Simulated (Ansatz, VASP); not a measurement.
# One calculation of KSi3I, two programs

Contents of INCAR:

```
ALGO = Normal
EDIFF = 1E-7
ENCUT = 520
GGA = PE
ISIF = 2
ISMEAR = 0
LASPH = True
LCHARG = False
LREAL = False
LWAVE = False
NBANDS = 22
NELM = 80
PREC = Accurate
SIGMA = 0.1
```

Contents of KPOINTS:

```
k-points
0
Gamma
  4 4 4
```

File POSCAR:

```
KSi3I
1.0
    4.5084894000      0.0000000000      0.0000000000
    0.0000000000      4.5084894000      0.0000000000
    0.0000000000      0.0000000000      6.0741279600
K Si I
1 3 1
Direct
    0.5000000000      0.5000000000      0.7217770800
    0.5000000000      0.0000000000      0.2377544000
    0.0000000000      0.5000000000      0.2377544000
    0.0000000000      0.0000000000      0.5922929600
    0.0000000000      0.0000000000      0.0108211200
```

Input for Ansatz:

```yaml
crystal:
  lattice:
    - [4.5084894, 0.0, 0.0]
    - [0.0, 4.5084894, 0.0]
    - [0.0, 0.0, 6.07412796]
  atoms:
    - { symbol: K, position: [0.5, 0.5, 0.72177708] }
    - { symbol: Si, position: [0.5, 0.0, 0.2377544] }
    - { symbol: Si, position: [0.0, 0.5, 0.2377544] }
    - { symbol: Si, position: [0.0, 0.0, 0.59229296] }
    - { symbol: I, position: [0.0, 0.0, 0.01082112] }
basis:
  ecutwfc: 420
kpoints:
  mp_grid: { grid: [4, 4, 4] }
hamiltonian:
  xc: pbe
scf:
  occupations: { method: gaussian, width: 0.1 }
  lower_state_search: "off"
output:
  forces: true
  stress: true
  eigenvalues: true
```

Change from the starting cell: species swapped into the CeSiPt3 type (P4mm, No. 99).

Alike in both runs: task single point; functional PBE; k mesh 4 × 4 × 4; occupations gaussian, width 0.1 eV; no spin polarisation.

|  | VASP | Ansatz |
| --- | --- | --- |
| version | VASP 6.6.1 | Ansatz 0.2.0 |
| potentials or method | VASP PAW PBE potentials, release 64 (K_sv, Si, I) | scalar-relativistic, plane waves, PAW |
| plane-wave cutoff (eV) | 520 | 420 |
| valence electrons in the cell | 28 | 38 |

```csv
,VASP,Ansatz,Ansatz less VASP
gap on the k mesh at the Fermi level (eV),none,none,-
pressure (GPa),6.3,6.3,-0.02
largest component of the traceless stress (GPa),0.32,0.30,-0.015
rms of the force components (eV/Å),1.262,1.264,+0.0016
```

Atom by atom the forces differ by 0.002 eV/Å (rms over components). A gap of «none» marks a metal or a gap that the smearing closes. The functional is the same, so the differences come from potentials, cutoffs and numerics. The two sets of potentials don't hold the same shells in valence.

Caveats: forces of over 1 eV/Å show positions far from the minimum, so gaps and moduli don't describe the material at rest. Spin-orbit coupling is left out, which matters for the levels of I.
